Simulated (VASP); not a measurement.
Consider the following.

```xyz
5
Lattice="3.8907 0.0000 0.0000 -1.9454 3.3695 0.0000 0.0000 0.0000 6.5135" Properties=species:S:1:pos:R:3 pbc="T T T"
Cu     0.0000     2.2463     2.4384
Cu     1.9454     1.1232     4.0750
Ca     0.0000     0.0000     0.0000
S      0.0000     2.2463     4.8256
S      1.9454     1.1232     1.6879
```

Computed with r2SCAN meta-GGA, VASP's PBE PAW potentials (set 64) (plane waves; VASP). Settings: 400 eV cut-off, 6×6×3 Γ-centred mesh, Gaussian smearing of 0.050 eV, potentials Cu Ca_sv S.

Question: Predict the energy per atom (σ→0), band gap (on the k-mesh) with the smallest direct gap where there is one.

Answer: 
```yaml
band gap (on the k-mesh): 1.63 eV
smallest direct gap (on the k-mesh): 1.63 eV
energy per atom (σ→0): -10.042 eV/atom
```

Only differences to runs with the same potentials and settings are physical.

The structure comes from a measured CaCu2S2 entry (P-3m1) of the Crystallography Open Database, whose conditions weren't checked. It was relaxed first. The start is the result of an earlier pass.
